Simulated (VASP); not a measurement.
Level of theory: AM05 GGA, VASP's PBE PAW potentials (set 64) (plane waves; VASP).

A VASP calculation is set up with these files.

### INCAR
```
PREC = Accurate
SIGMA = 0.05   ! width (eV)
ALGO = Normal   ! blocked Davidson
LCHARG = .False.
ISIF = 2   ! forces and stress, cell fixed
LASPH = .True.   ! aspherical one-centre terms
EDIFF = 1E-6
NELM = 100
ISMEAR = 0   ! Gaussian
LREAL = .False.   ! projection in real space or not
ENCUT = 400
SYSTEM = P
LWAVE = .False.
GGA = AM   ! AM05
```

**POSCAR**
```
P
1.0
  0.0000000000   1.9398770000   1.9398770000
  1.9398770000   0.0000000000   1.9398770000
  1.9398770000   1.9398770000   0.0000000000
P
1
Cart
  0.0000000000   0.0000000000   0.0000000000
```

KPOINTS:
```
Automatic mesh
0
Gamma
11 11 11
0 0 0
```

POTCAR, in this order: P (PBE.64 set). Program: vasp_std.

Output of the run:

### OUTCAR
```
 ion  position               nearest neighbor table
   1  0.000  0.000  0.000-
  LATTYP: Found a face centered cubic cell.
 ALAT       =     3.8797540000
 Subroutine PRICEL returns:
 Original cell was already a primitive cell.
 Subroutine GETGRP returns: Found 48 space group operations
The static configuration has the point symmetry O_h .
The dynamic configuration has the point symmetry O_h .
 Subroutine INISYM returns: Found 48 space group operations
 Subroutine IBZKPT returns following result:
 Found     56 irreducible k-points:

 Following reciprocal coordinates:
            Coordinates               Weight
  0.000000  0.000000  0.000000      1.000000
  0.090909  0.000000  0.000000      8.000000
  0.181818  0.000000  0.000000      8.000000
  0.272727  0.000000  0.000000      8.000000
  0.363636  0.000000  0.000000      8.000000
  0.454545  0.000000  0.000000      8.000000
  0.090909  0.090909  0.000000      6.000000
  0.181818  0.090909  0.000000     24.000000
  0.272727  0.090909  0.000000     24.000000
  0.363636  0.090909  0.000000     24.000000
  0.454545  0.090909  0.000000     24.000000
 -0.454545  0.090909  0.000000     24.000000
 -0.363636  0.090909  0.000000     24.000000
 -0.272727  0.090909  0.000000     24.000000
 -0.181818  0.090909  0.000000     24.000000
 -0.090909  0.090909  0.000000     12.000000
  0.181818  0.181818  0.000000      6.000000
  0.272727  0.181818  0.000000     24.000000
  0.363636  0.181818  0.000000     24.000000
  0.454545  0.181818  0.000000     24.000000
 -0.454545  0.181818  0.000000     24.000000
 -0.363636  0.181818  0.000000     24.000000
 -0.272727  0.181818  0.000000     24.000000
 -0.181818  0.181818  0.000000     12.000000
  0.272727  0.272727  0.000000      6.000000
  0.363636  0.272727  0.000000     24.000000
  0.454545  0.272727  0.000000     24.000000
 -0.454545  0.272727  0.000000     24.000000
 -0.363636  0.272727  0.000000     24.000000
 -0.272727  0.272727  0.000000     12.000000
  0.363636  0.363636  0.000000      6.000000
  0.454545  0.363636  0.000000     24.000000
 -0.454545  0.363636  0.000000     24.000000
 -0.363636  0.363636  0.000000     12.000000
  0.454545  0.454545  0.000000      6.000000
 -0.454545  0.454545  0.000000     12.000000
  0.272727  0.181818  0.090909     24.000000
  0.363636  0.181818  0.090909     48.000000
  0.454545  0.181818  0.090909     48.000000
 -0.454545  0.181818  0.090909     48.000000
   k-points           NKPTS =     56   k-points in BZ     NKDIM =     56   number of bands    NBANDS=      6
   number of dos      NEDOS =    301   number of ions     NIONS =      1
   total plane-waves  NPLWV =   5832
   dimension x,y,z NGX =    18 NGY =   18 NGZ =   18
   dimension x,y,z NGXF=    36 NGYF=   36 NGZF=   36
   ions per type =               1
   PREC   = accura    normal or accurate (medium, high low for compatibility)
   ISTART =      0    job   : 0-new  1-cont  2-samecut
   ICHARG =      2    charge: 1-file 2-atom 10-const
   ISPIN  =      1    spin polarized calculation?
   LNONCOLLINEAR =      F non collinear calculations
   LSORBIT =      F    spin-orbit coupling
   INIWAV =      1    electr: 0-lowe 1-rand  2-diag
   ENCUT  =  400.0 eV  29.40 Ry    5.42 a.u.   4.47  4.47  4.47*2*pi/ulx,y,z
   NELM   =    100;   NELMIN=  2; NELMDL= -5     # of ELM steps
   EDIFF  = 0.1E-05   stopping-criterion for ELM
   LREAL  =      F    real-space projection
   NLSPLINE    = F    spline interpolate recip. space projectors
   LMAXMIX     =    2 max onsite mixed and CHGCAR
   VOSKOWN=      0    Vosko Wilk Nusair interpolation
...
```

OSZICAR:
```
       N       E                     dE             d eps       ncg     rms          rms(c)
DAV:   1     0.787837234303E+00    0.78784E+00   -0.17916E+03   690   0.484E+02
DAV:   2    -0.477430554760E+01   -0.55621E+01   -0.53669E+01   990   0.583E+01
DAV:   3    -0.483039595441E+01   -0.56090E-01   -0.56066E-01   822   0.651E+00
DAV:   4    -0.483048867670E+01   -0.92722E-04   -0.92721E-04  1002   0.270E-01
DAV:   5    -0.483048883373E+01   -0.15703E-06   -0.15620E-06   816   0.766E-03    0.409E+00
DAV:   6    -0.481921490012E+01    0.11274E-01   -0.72595E-03   816   0.573E-01    0.234E+00
DAV:   7    -0.481445746789E+01    0.47574E-02   -0.11801E-02   720   0.729E-01    0.130E-01
DAV:   8    -0.481445159382E+01    0.58741E-05   -0.75603E-05   996   0.807E-02    0.243E-02
DAV:   9    -0.481445139247E+01    0.20135E-06   -0.53004E-07   720   0.728E-03
   1 F= -.48144514E+01 E0= -.48135981E+01  d E =-.170668E-02
```

### OUTCAR
```
------------------------ aborting loop because EDIFF is reached ----------------------------------------
  FORCE on cell =-STRESS in cart. coord.  units (eV):
  Direction    XX          YY          ZZ          XY          YZ          ZX
  --------------------------------------------------------------------------------------
  Total       -0.5408349     -0.5408349     -0.5408349      0.0000000     -0.0000000      0.0000000
  in kB      -59.3502708    -59.3502708    -59.3502708      0.0000000     -0.0000000      0.0000000
  external PRESSURE =     -59.3502708 kB  Pullay stress =       0.0000000 kB
  volume of cell :       14.60
      direct lattice vectors                 reciprocal lattice vectors
     0.000000000  1.939877000  1.939877000    -0.257748301  0.257748301  0.257748301
     1.939877000  0.000000000  1.939877000     0.257748301 -0.257748301  0.257748301
     1.939877000  1.939877000  0.000000000     0.257748301  0.257748301 -0.257748301
 POSITION                                       TOTAL-FORCE (eV/Angst)
 -----------------------------------------------------------------------------------
      0.00000      0.00000      0.00000        -0.000000     -0.000000     -0.000000
 -----------------------------------------------------------------------------------
    total drift:                                0.000000      0.000000      0.000000
  FREE ENERGIE OF THE ION-ELECTRON SYSTEM (eV)
  ---------------------------------------------------
  free  energy   TOTEN  =        -4.8144513925 eV

  energy  without entropy=       -4.8127447140  energy(sigma->0) =       -4.81359805
```
(Selected blocks of OUTCAR.)

The structure was generated: P was put into the fcc type (Fm-3m), which need not be its known phase. The cell was not relaxed at this level. The run is one of a series of settings (GGA = AM against the base run), some of them coarse on purpose.
